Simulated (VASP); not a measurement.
Here is a VASP 6.6.1 calculation.

The input INCAR:

```
PREC = Accurate
ENCUT = 520
EDIFF = 1E-7
ISMEAR = -1
SIGMA = 0.02
LREAL = False
LASPH = True
NELM = 100
ALGO = Normal
ISIF = 2
LWAVE = False
LCHARG = False
METAGGA = R2SCAN
LMIXTAU = True
LEFG = True
```

The input KPOINTS:

```
regular mesh
0
Gamma
  3 3 3
```

Contents of POSCAR:

```
K2ZnC4N4
1.0
    0.0000000000      6.2700000000      6.2700000000
    6.2700000000      0.0000000000      6.2700000000
    6.2700000000      6.2700000000      0.0000000000
K Zn C N
4 2 8 8
Direct
    0.6250000000      0.6250000000      0.6250000000
    0.1250000000      0.6250000000      0.6250000000
    0.6250000000      0.6250000000      0.1250000000
    0.6250000000      0.1250000000      0.6250000000
    0.0000000000      0.0000000000      0.0000000000
    0.2500000000      0.2500000000      0.2500000000
    0.3400000000      0.3400000000      0.3400000000
    0.2700000000      0.9100000000      0.9100000000
    0.3400000000      0.3400000000      0.9800000000
    0.9100000000      0.2700000000      0.9100000000
    0.9800000000      0.3400000000      0.3400000000
    0.9100000000      0.9100000000      0.9100000000
    0.3400000000      0.9800000000      0.3400000000
    0.9100000000      0.9100000000      0.2700000000
    0.4000000000      0.4000000000      0.4000000000
    0.4500000000      0.8500000000      0.8500000000
    0.4000000000      0.4000000000      0.8000000000
    0.8500000000      0.4500000000      0.8500000000
    0.8000000000      0.4000000000      0.4000000000
    0.8500000000      0.8500000000      0.8500000000
    0.4000000000      0.8000000000      0.4000000000
    0.8500000000      0.8500000000      0.4500000000
```

Potentials or basis: VASP PAW PBE potentials, release 64 (K_sv, Zn, C, N).

Run with:

```sh
$ cat potpaw_PBE.64/K_sv/POTCAR potpaw_PBE.64/Zn/POTCAR potpaw_PBE.64/C/POTCAR potpaw_PBE.64/N/POTCAR > POTCAR
$ mpirun -np 1 vasp_std > vasp.out
```

Q: Estimate the largest force.

A: 10.619 eV/Å.

Q: Estimate the pressure.

A: -10.4 GPa.

Electric field gradients, principal values (V/Å²):
| atom | Vxx | Vyy | Vzz |
| --- | --- | --- | --- |
| 1 K | 9.016 | 9.016 | -18.032 |
| 2 K | 9.016 | 9.016 | -18.032 |
| 3 K | 9.016 | 9.016 | -18.032 |
| 4 K | 9.016 | 9.016 | -18.032 |
| 5 Zn | -0.002 | -0.002 | 0.004 |
| 6 Zn | -0.002 | -0.002 | 0.004 |
| 7 C | 35.081 | 35.081 | -70.162 |
| 8 C | 35.081 | 35.081 | -70.163 |
| 9 C | 35.081 | 35.081 | -70.163 |
| 10 C | 35.081 | 35.081 | -70.163 |
| 11 C | 35.081 | 35.081 | -70.163 |
| 12 C | 35.081 | 35.081 | -70.162 |
| 13 C | 35.081 | 35.081 | -70.163 |
| 14 C | 35.081 | 35.081 | -70.163 |
| 15 N | 32.462 | 32.462 | -64.924 |
| 16 N | 32.461 | 32.462 | -64.923 |
| 17 N | 32.461 | 32.462 | -64.923 |
| 18 N | 32.461 | 32.462 | -64.923 |
| 19 N | 32.461 | 32.462 | -64.923 |
| 20 N | 32.462 | 32.462 | -64.924 |
| 21 N | 32.461 | 32.462 | -64.923 |
| 22 N | 32.461 | 32.462 | -64.923 |

Caveat: the PAW data sets were made with another functional, which shifts forces and pressure a little.
